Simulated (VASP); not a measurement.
Consider the following.

```
TiO2
1.0
    4.55356     0.00000     0.00000
    0.00000     4.55356     0.00000
    0.00000     0.00000     2.92366
Ti O
2 4
Direct
  0.00000   0.00000   0.00000
  0.50000   0.50000   0.50000
  0.30400   0.30400   0.00000
  0.80400   0.19600   0.50000
  0.19600   0.80400   0.50000
  0.69600   0.69600   0.00000
```

Method: LDA (Ceperley-Alder, Perdew-Zunger) with spin-orbit coupling, VASP's LDA PAW potentials (set 64) (plane waves; VASP). Numerical set-up: 520 eV cut-off, 5×5×7 Γ-centred mesh, Gaussian smearing of 0.050 eV, potentials Ti_sv O.

### Question
What does the run give for the energy per atom (σ→0), band gap (over mesh and band path) with the smallest direct gap where there is one?

### Answer

```yaml
band gap (over mesh and band path): 1.82 eV
smallest direct gap (over mesh and band path): 1.82 eV
energy per atom (σ→0): -9.798 eV/atom
```

Only differences to runs with the same potentials and settings are physical.

The compound is TiO2 in the rutile structure. It was relaxed first.
